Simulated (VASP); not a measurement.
Input:

```
CELL_PARAMETERS angstrom
     -0.00224     3.89683     3.87883
      3.89683    -0.00224     3.87883
      1.94729     1.94729     0.00000
ATOMIC_POSITIONS crystal
  Ir 0.00000 0.00000 0.00000
  Ir 0.00000 0.50000 0.00000
  Ir 0.50000 0.00000 0.00000
  Au 0.50000 0.50000 0.00000
```

The numbers are results of PBEsol GGA, VASP's PBE PAW potentials (set 64) (plane waves; VASP), not measurements. Numerical set-up: 400 eV cut-off, Gaussian smearing of 0.050 eV, potentials Ir Au.

Give the energies of bands 9 to 22 at the high-symmetry points, in eV from the Fermi level.

```csv
band,Γ,Y,C0,Z,A0,T,S,R
9,-4.30,-4.49,-4.18,-4.47,-4.37,-4.11,-3.99,-5.09
10,-3.84,-4.11,-4.13,-4.46,-3.22,-3.61,-3.96,-3.41
11,-3.50,-4.07,-4.10,-4.45,-2.40,-1.60,-3.95,-3.37
12,-3.45,-4.03,-4.05,-4.09,-2.14,-0.98,-3.54,-3.36
13,-1.79,-3.26,-3.34,-3.12,-1.98,-0.69,-3.36,-3.21
14,-1.63,-2.61,-3.31,-2.47,-0.94,-0.23,-3.03,-2.03
15,-0.94,-2.49,-2.00,-2.13,-0.67,0.11,-2.99,-1.57
16,-0.73,-1.97,-1.99,-1.99,0.17,0.21,-1.87,-1.57
17,-0.07,-1.51,-1.64,-1.38,0.27,0.30,-1.61,-1.32
18,0.14,-1.49,-1.39,-0.99,0.48,1.10,-1.08,0.40
19,0.35,-1.34,-1.10,-0.65,0.57,1.16,-0.67,1.21
20,0.37,-0.97,-0.44,1.69,1.12,1.31,-0.64,1.27
21,1.10,-0.83,-0.32,2.00,2.07,1.47,0.11,2.47
22,1.34,0.10,0.23,2.92,2.18,1.50,1.25,3.48
```

It has no gap at this level: it comes out as a metal or semimetal.

The structure was generated: AuIr3 was put into an ordered model structure (Cmmm), which need not be its known phase. It was relaxed first.
